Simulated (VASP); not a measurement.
Data:

```
SnO2
1.0
    4.57610     0.00000     0.00000
    0.00000     4.57610     0.00000
    0.00000     0.00000     3.14642
Sn O
2 4
Direct
  0.00000   0.00000   0.00000
  0.50000   0.50000   0.50000
  0.30522   0.30522   0.00000
  0.80522   0.19478   0.50000
  0.19478   0.80522   0.50000
  0.69478   0.69478   0.00000
```

Computed with LDA (Ceperley-Alder, Perdew-Zunger), VASP's LDA PAW potentials (set 64) (plane waves; VASP 6.6.1). Numerical set-up: 620 eV cut-off, 5×5×7 Γ-centred mesh, Gaussian smearing of 0.050 eV, potentials Sn_d O.

Energy and stress use the plane-wave basis of the starting cell.

**Question.** The ions, cell shape and volume at an external pressure of 30.0 GPa are relaxed. What does this cell relax into?

**Answer.** 
```
SnO2
1.0
    4.51824     0.00000     0.00000
    0.00000     4.51824     0.00000
    0.00000     0.00000     3.12800
Sn O
2 4
Direct
  0.00000   0.00000   0.00000
  0.50000   0.50000   0.50000
  0.30521   0.30521   0.00000
  0.80521   0.19479   0.50000
  0.19479   0.80521   0.50000
  0.69479   0.69479   0.00000
```
Space group P4_2/mnm (136), at a tolerance of 0.03 Å.

**Question.** How do energy and volume change from the first to the last step?

**Answer.** The energy (σ→0) changes by +52.7 meV/atom and the volume by -3.1 %, in 7 ionic steps.

The compound is SnO2 in the rutile structure. This run relaxes it under an external pressure of 30 GPa. Symmetry was kept, so distortions that lower it aren't found.
